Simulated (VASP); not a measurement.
AgBr (rock salt), at 1.04 of the tabulated volume:

```xyz
2
Lattice="0.0000 2.9230 2.9230 2.9230 0.0000 2.9230 2.9230 2.9230 0.0000" Properties=species:S:1:pos:R:3 pbc="T T T"
Ag     0.0000     0.0000     0.0000
Br     2.9230     2.9230     2.9230
```

The lowest empty band near Γ, direction [100], from PBE with spin-orbit coupling in VASP (PAW); its two spin partners are averaged. The gap over the points computed is 0.60 eV, and the next band on that side lies 9.21 eV away at the edge.

Run with 400 eV cut-off, 9×9×9 Γ-centred mesh, Gaussian smearing of 0.050 eV, potentials Ag Br.

```tsv
distance from the edge in k (1/Å)	distance in energy (meV)
0.018	6.5
0.025	12.4
0.035	24.2
0.050	49.1
0.070	95.3
```

Problem. Fit E(1 + αE) = ħ²k²/2m* (ħ²/2m0 = 3.810 eV Å²) and predict the row at 0.095 1/Å.

Solution. Least squares on the energies gives the electron mass m* = 0.192 m0 and α = 0.23 per eV, and so 172.6 meV. The run gave 172.5 meV, -0.1 meV from the fit.

Left out are points under 3 meV from the edge, since the levels carry 0.1 meV, and points farther than half the way to the next band.

The compound is AgBr in the rock salt structure. The cell was not relaxed at this level.
